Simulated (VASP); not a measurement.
Consider the following.

```
AlN
1.0
    1.56509    -2.71082     0.00000
    1.56509     2.71082     0.00000
    0.00000     0.00000     5.01173
Al N
2 2
Direct
  0.66667   0.33333   0.50005
  0.33333   0.66667   0.00005
  0.66667   0.33333   0.88195
  0.33333   0.66667   0.38195
```

Method: PBE GGA, VASP's PBE PAW potentials (set 64) (plane waves; VASP). Settings: 520 eV cut-off, 7×7×4 Γ-centred mesh, Gaussian smearing of 0.050 eV, potentials Al N.

### Question
Predict the energy per atom (σ→0).

### Answer

```yaml
energy per atom (σ→0): -718.3 kJ/mol of atoms
```

Only differences to runs with the same potentials and settings are physical.

The compound is AlN in the wurtzite structure. It was relaxed first.
